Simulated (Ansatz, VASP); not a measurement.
# TiS2: VASP beside Ansatz, part 2 of 2

Aim: how closely do two programs agree when they are given the same cell, functional and k mesh? The structure shown is the end of the VASP relaxation below.

VASP 6.6.1 and Ansatz 0.2.0.

So far: The starting structure; VASP: relaxation, PBEsol.

**3. Ansatz: single point, PBEsol**

Level of this step: Ansatz beside VASP: Kohn-Sham DFT, plane waves, PBEsol (Ansatz).

Ansatz runs on its default PAW (the set named soft_2) files.

The same cell, functional, mesh and smearing now go to Ansatz, which takes its cutoff from its data sets.

input.yaml reads:

```yaml
crystal:
  lattice:
    - [3.412, 0.0, 0.0]
    - [-1.706, 2.95487868, 0.0]
    - [0.0, 0.0, 29.2375]
  atoms:
    - { symbol: S, position: [0.33333333, 0.66666667, 0.74275822] }
    - { symbol: S, position: [0.66666667, 0.33333333, 0.64685755] }
    - { symbol: S, position: [0.33333333, 0.66666667, 0.54799983] }
    - { symbol: S, position: [0.66666667, 0.33333333, 0.45200017] }
    - { symbol: S, position: [0.33333333, 0.66666667, 0.35314245] }
    - { symbol: S, position: [0.66666667, 0.33333333, 0.25724178] }
    - { symbol: Ti, position: [0.0, 0.0, 0.69469563] }
    - { symbol: Ti, position: [0.0, 0.0, 0.5] }
    - { symbol: Ti, position: [0.0, 0.0, 0.30530437] }
hamiltonian:
  xc: pbesol
  pseudopotentials: { kind: paw }
kpoints:
  mp_grid: { grid: [9, 9, 1] }
scf:
  occupations: { method: gaussian, width: 0.05 }
  n_extra_bands: 6
efield:
  axis: 3
  dipole_correction: true
  ramp_width: 0.04
output:
  forces: true
  eigenvalues: true
  write_density: true
  write_potential: true
  elf: true
  volumetric_format: npy
```

On the command line:

```bash
$ ansatz run input.yaml --threads 4 --pin off --max-ram 9216MiB --backend cpu --events-out ev --progress --plain --runs-dir out
```

Numbers of over 12 decimals in the logs are rounded to 6 here.

What it wrote:

```text
scf.n_extra_bands = 6 over 36 filled bands (N_el = 72.0): the run solves 42 bands
Engine: ansatz 0.2.0, aarch64-unknown-linux-gnu
Pseudopotentials: kind: paw
Pseudopotential: S, paw, valence charge 6, recommended cutoff 420 eV (normal), S.paw.azcp
Pseudopotential: Ti, paw, valence charge 12, recommended cutoff 420 eV (normal), Ti.paw.azcp
Functional definition: PBEsol
  exchange = pbesol_x
  correlation = pbesol_c
Crystal: 9 atoms, lattice volume = 294.774 Å³
Basis set: ecut = 420 eV, 5749 PW (Γ), exchange–correlation on 48×48×400 points (8 copies of the dense FFT grid, shifted against one another)
Bands: 42, of which v1, the nominal top of the filled ones, is band 36 counted from 1 (35 counted from 0)
Symmetry: 6 space group operations
k-points: 12 of 81 (time reversal used)
Non-local potential: S, projectors of the file, l = 0: 2, l = 1: 2, l = 2: 2
Non-local potential: Ti, projectors of the file, l = 0: 3, l = 1: 2, l = 2: 3, l = 3: 1
PAW form: soft (Blöchl's): semilocal exchange-correlation on the pseudo side does not see the compensation charge
PAW frozen core: S, regenerated for the run's functional, and the local potential with it (the file was generated under x = pbe(κ = 0.804, μ = 0.219515), c = pbe(β = 0.066725))
PAW frozen core: Ti, regenerated for the run's functional, and the local potential with it (the file was generated under x = pbe(κ = 0.804, μ = 0.219515), c = pbe(β = 0.066725))
PAW one-centre angular grid: S, 110 points (default); XC on 64 Gauss nodes
PAW one-centre angular grid: Ti, 590 points (default); XC on 64 Gauss nodes
Initial density: superposition of atomic densities (neutral atoms: chi_scale 0, normalization atom), corrected by the library's trained network
Initial wavefunctions: pseudopotential atomic-orbital guess
Functional: x = pbesol(κ = 0.804, μ = 0.123457), c = pbesol(β = 0.046)
SCF iter   1: F=—  HF=-12743.121776 eV  |F-HF|=—  |Δ(HF+E_count)|=         —  Δρ=3.63e-3  dr2=5.79e-2  ethr=1.77e-3  p=0.000 e·Å  D=1.39e-14 V/Å  ΔV_dip=-0.00 eV  dr2_dipole=6.00e-6  V_vac-E_F(+/−)=5.80/5.80 eV  ⟨swp⟩=6.5  Hψ=2189  notcnv=0
efield: sawtooth ramp at fractional position 0.9800 (placed from the atoms, in the widest stretch of the axis that holds none; the zero of the levels goes with the place), width 0.0400; the density the first Hamiltonian is built on has a dipole p = 0.000 e·Å; the dipole correction subtracts the counter field D = 1.39e-14 V/Å, which shifts the + side's vacuum level by -0.00 eV against the − side's; the planar-averaged density in the ramp window peaks in size at 6.5e-5 e/Å³
preconditioner: auto → LDOS  [metal: Δε(μ)=0.001 eV  Ē_g=6.261 eV  σ=0.050 eV  W_gap=0.01  n_scr=38 (ndim 8)  ℏωp=15.0 eV  f_vac=0.408  D(μ)=2.55/eV (n_scr^D=10)  β→1.0]
SCF iter   2: F=—  HF=-12743.116585 eV  |F-HF|=—  |Δ(HF+E_count)|=   5.19e-3  Δρ=1.85e-3  dr2=2.27e-2  ethr=8.05e-5  p=-0.000 e·Å  D=-6.37e-5 V/Å  ΔV_dip=0.00 eV  dr2_dipole=4.38e-6  V_vac-E_F(+/−)=5.92/5.92 eV  ⟨swp⟩=2.0  Hψ=1058  notcnv=0  defer=10
SCF iter   3: F=—  HF=-12743.112156 eV  |F-HF|=—  |Δ(HF+E_count)|=   4.43e-3  Δρ=5.20e-4  dr2=2.81e-3  ethr=3.16e-5  p=0.000 e·Å  D=7.08e-6 V/Å  ΔV_dip=-0.00 eV  dr2_dipole=5.46e-7  V_vac-E_F(+/−)=5.83/5.83 eV  ⟨swp⟩=2.6  Hψ=948  notcnv=0  defer=10
SCF iter   4: F=—  HF=-12743.111818 eV  |F-HF|=—  |Δ(HF+E_count)|=   3.37e-4  Δρ=1.48e-4  dr2=8.63e-5  ethr=3.90e-6  p=-0.000 e·Å  D=-4.29e-6 V/Å  ΔV_dip=0.00 eV  dr2_dipole=1.74e-7  V_vac-E_F(+/−)=5.83/5.83 eV  ⟨swp⟩=2.0  Hψ=715  notcnv=0  defer=10
SCF iter   5: F=—  HF=-12743.111400 eV  |F-HF|=—  |Δ(HF+E_count)|=   4.19e-4  Δρ=5.68e-5  dr2=1.54e-5  ethr=1.20e-7  p=-0.000 e·Å  D=-1.08e-6 V/Å  ΔV_dip=0.00 eV  dr2_dipole=1.36e-8  V_vac-E_F(+/−)=5.84/5.84 eV  ⟨swp⟩=2.8  Hψ=936  notcnv=0  defer=10
SCF iter   6: F=—  HF=-12743.111400 eV  |F-HF|=—  |Δ(HF+E_count)|=   6.44e-9  Δρ=1.11e-5  dr2=3.60e-7  ethr=2.14e-8  p=-0.000 e·Å  D=-7.79e-8 V/Å  ΔV_dip=0.00 eV  dr2_dipole=1.98e-9  V_vac-E_F(+/−)=5.83/5.83 eV  ⟨swp⟩=2.2  Hψ=717  notcnv=0  defer=10
SCF iter   7: F=-12743.111400 eV  HF=-12743.111400 eV  |F-HF|=4.62e-8  |Δ(HF+E_count)|=   5.52e-7  Δρ=2.96e-6  dr2=3.50e-8  ethr=1.39e-10  p=-0.000 e·Å  D=-2.42e-7 V/Å  ΔV_dip=0.00 eV  dr2_dipole=1.64e-10  V_vac-E_F(+/−)=5.83/5.83 eV  ⟨swp⟩=15.2  Hψ=4325  notcnv=0
SCF 1 converged in 7 iterations: F = -12743.111400 eV  dr2 = 3.50e-8
  greatest PAW one-centre occupation: 0.999 electrons in one spin orbital (limit 2), on the Ti atom at site 6 (counted from 0), in its partial waves of l = 0
WARN: The output density's exchange-correlation potential varies sharply where the density is thin. Do not read a vacuum level from v_tot or v_xc, or from such a field of the output density. On a cell that repeats whose density bears no net charge and no dipole along the vacuum's axis use v_es (v_loc + v_h of the components); under efield.dipole_correction with no amplitude use v_es + v_field, which holds any externa [...]
SCF converged after 7 iterations
Free energy (F): -12743.111400 eV
Harris-Foulkes:  -12743.111400 eV  (|F-HF|=4.62e-8)
Internal energy: -12743.108225 eV  (E = F + TS)
E sigma→0 (E₀):  -12743.109813 eV
Entropy (-TS):   -0.003175 eV (-0.353 meV/atom)
Fermi energy:    2.086403 eV
Dipole field:    D = 0.000014 V/Å  (p = 0.000023 e·Å, saw-weighted, corrected)
Work function:   Φ+ = 5.8346 eV   Φ− = 5.8351 eV
Levels:          The Fermi level and band energies are counted from a zero that moves with the ramp; work functions are not
--- Per-component energies (eV) ---
  E_band       = -1052.993313
  E_kinetic    = 1453.545503
  E_local      = -47436.340387  (includes V_loc(G=0)·N_el)
  E_nonlocal   = 192.827874
  E_hartree    = 23080.990462
  E_xc         = -868.209645
  E_vxc        = -890.453206  (∫ρ·V_xc dr)
  E_paw        = -6568.269256  (= ΣΔE_a)
  E_vpaw       = -534.544278  (= ΣTr[D̂ρ^β])
  E_aug_tail   = 0.000383  (compensation charges beyond the density's cutoff)
  E_efield     = 0.000000  (sawtooth field / dipole correction)
  E_vefield    = 0.000000  (∫n·V_field dr)
  E_ewald      = 17401.556992
  E_core_change = 0.789849  (= ΣΔE_core)
  E_smearing   = -0.003175  (= −TS)
  E_closure    = -0.000000  (closes the sum)
  Σ components = -12743.111400   (vs F -12743.111400, Δ=0.00e0)
--- Forces (eV/Å), atoms counted from 1 ---
  atom   1  S      0.00000000     0.00000000    -0.05619667
  atom   2  S     -0.00000000    -0.00000000     0.01428151
  atom   3  S      0.00000000     0.00000000    -0.03144984
  atom   4  S     -0.00000000    -0.00000000     0.03144799
  atom   5  S      0.00000000     0.00000000    -0.01427724
  atom   6  S     -0.00000000    -0.00000000     0.05619212
  atom   7  Ti    -0.00000000    -0.00000000     0.02158400
  atom   8  Ti     0.00000000     0.00000000     0.00000149
  atom   9  Ti     0.00000000     0.00000000    -0.02158459
  max |Σ_I F_I| component: 1.23e-6 eV/Å
--- Band table (eV; the first three rows and the last of 12) ---
  k-point 0: bands = [... 32 lower, 2.0810, 2.0810, 2.1342, 2.1342, 2.5048, 2.5048, 2.5069, 2.5069, ... 2 higher]
  k-point 1: bands = [... 32 lower, 1.4394, 1.4994, 1.5593, 1.7327, 2.6868, 2.6983, 2.7153, 3.0517, ... 2 higher]
  k-point 2: bands = [... 32 lower, 0.9252, 0.9963, 1.1776, 1.5211, 2.4863, 2.5373, 2.5916, 3.4818, ... 2 higher]
  k-point 11: bands = [... 32 lower, -0.3110, -0.3110, -0.1617, -0.1617, 3.1583, 3.1613, 3.1887, 3.5982, ... 2 higher]
```

Elapsed: 4.7 s, on 4 threads of Arm Neoverse V2, shared host; peak memory 0.6 GiB; 18 s of CPU time.

**4. Side by side**

Known differences besides the potentials themselves: the data sets hold 72 valence electrons in Ansatz (default PAW (the set named soft_2) files) and 48 in VASP; the cutoff is 420 eV in Ansatz and 300 eV in VASP (PREC = Normal); Ansatz makes its cores anew for this functional, VASP keeps those of its PBE data sets. Total energies have different zeros and are not compared.

At this near-relaxed geometry the largest component of a force difference is 41 meV/Å. VASP's last cycles still show a density residual of 5e-03, so its state may not be settled.

**5. Other set-ups**

Further runs change the set-up of one program: Ansatz's method, potentials or start, or VASP's data sets, cutoff or form of LDA. The table gives Ansatz less VASP for each quantity, since a change that brings one quantity closer may part another.

```tsv
run	r.m.s. force difference (meV/Å)
as above	18
cores kept as stored	15
Ansatz's larger PAW set (cutoff 910 eV)	18
norm-conserving potentials (cutoff 1143 eV)	20
```

**6. What came out**

```
r.m.s. force difference (single point, PBEsol) : 18 meV/Å
```

What this shows: The r.m.s. force difference is 18 meV/Å (single point, PBEsol), beyond the 12 meV/Å picked in this series as the mark of a large difference. For single point, PBEsol, no further run moves any of the tabulated differences by more than a quarter of its size. How closely two codes agree says nothing of how well the functional describes the real material.

[Lines on the potential files, build, host, timing and source positions are cut from VASP's logs without a mark.]

[Logs are printed without paths, hosts, clocks, repeated set-up lines and the standing remarks that a program may print on its own settings, such as how far it seeks lower states.]

[Hosts, paths, dates, database ids (printed as entryN), source tags and the programs' standing remarks are cut or masked in the printed files.]
